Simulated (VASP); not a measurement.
Output of a VASP run:

**OSZICAR**
```
       N       E                     dE             d eps       ncg     rms          rms(c)
DAV:   1     0.243541048894E+03    0.24354E+03   -0.15884E+04  7600   0.143E+03
DAV:   2    -0.143503852213E+02   -0.25789E+03   -0.25276E+03  8038   0.444E+02
DAV:   3    -0.197767857509E+02   -0.54264E+01   -0.53069E+01  7882   0.694E+01
DAV:   4    -0.198321894931E+02   -0.55404E-01   -0.55315E-01  9410   0.633E+00
DAV:   5    -0.198330979132E+02   -0.90842E-03   -0.90839E-03  8292   0.682E-01    0.171E+01
RMM:   6    -0.185495766319E+02    0.12835E+01   -0.32826E+00  7560   0.173E+01    0.452E+00
RMM:   7    -0.184752535515E+02    0.74323E-01   -0.54305E-01  7560   0.575E+00    0.922E-01
RMM:   8    -0.184701195964E+02    0.51340E-02   -0.30486E-02  7560   0.168E+00    0.611E-01
RMM:   9    -0.184684802590E+02    0.16393E-02   -0.39124E-03  7560   0.553E-01    0.538E-02
RMM:  10    -0.184684837986E+02   -0.35397E-05   -0.29397E-04  7569   0.177E-01    0.161E-02
RMM:  11    -0.184684832684E+02    0.53021E-06   -0.74976E-05  5852   0.559E-02
   1 F= -.18468483E+02 E0= -.18468781E+02  d E =-.184685E+02
```

### OUTCAR
```
------------------------ aborting loop because EDIFF is reached ----------------------------------------
  FORCE on cell =-STRESS in cart. coord.  units (eV):
  Direction    XX          YY          ZZ          XY          YZ          ZX
  --------------------------------------------------------------------------------------
  Total       -0.1761106     -0.1761107     -0.2485936      0.0000000     -0.0000000     -0.0000000
  in kB      -10.2498556    -10.2498570    -14.4684547      0.0000000     -0.0000000     -0.0000000
  external PRESSURE =     -11.6560558 kB  Pullay stress =       0.0000000 kB
  volume of cell :       27.53
      direct lattice vectors                 reciprocal lattice vectors
     1.361073120 -2.357447954  0.000000000     0.367357192 -0.212093760  0.000000000
     1.361073120  2.357447954  0.000000000     0.367357192  0.212093760  0.000000000
     0.000000000  0.000000000  4.289679435     0.000000000  0.000000000  0.233117653
 POSITION                                       TOTAL-FORCE (eV/Angst)
 -----------------------------------------------------------------------------------
      1.36107      0.78582      1.07242         0.000000      0.000000      0.000000
      1.36107     -0.78582      3.21726        -0.000000     -0.000000      0.000000
 -----------------------------------------------------------------------------------
    total drift:                               -0.000000      0.000514     -0.000045
  FREE ENERGIE OF THE ION-ELECTRON SYSTEM (eV)
  ---------------------------------------------------
  free  energy   TOTEN  =       -18.4684832684 eV

  energy  without entropy=      -18.4693760698  energy(sigma->0) =      -18.46878087

 reached required accuracy - stopping structural energy minimisation
```
(Selected blocks of OUTCAR.)

File POSCAR:
```
Ru
1
    1.3610731198    -2.3574479541     0.0000000000
    1.3610731198     2.3574479541     0.0000000000
    0.0000000000     0.0000000000     4.2896794346
Ru
2
Direct
  0.3333330000   0.6666670000   0.2500000000
  0.6666670000   0.3333330000   0.7500000000
```

**Question.** Reconstruct the remaining input files.

**Answer.** This is not unique; one that fits is the input of the run itself, PBE GGA, plane waves, VASP's PBE PAW potentials (set 64).

KPOINTS:
```
Automatic mesh
0
G
  16 16 12
```

### INCAR
```
SYSTEM  =  Ru
PREC  =  Normal; ENCUT  =  400; LREAL  =  .FALSE.
LASPH  =  .TRUE.
EDIFF  =  1E-5; NELM  =  100; NELMIN  =  4
ALGO  =  Fast; LMAXMIX  =  4
ISMEAR  =  1; SIGMA  =  0.1
GGA  =  PE
IBRION  =  2; NSW  =  20; ISIF  =  2
EDIFFG  =  -0.03
LWAVE  =  .FALSE.; LCHARG  =  .FALSE.
```

POTCAR, in this order: Ru_pv (PBE.64 set). Program: vasp_std.

The compound is Ru in the hcp structure. It was relaxed first.
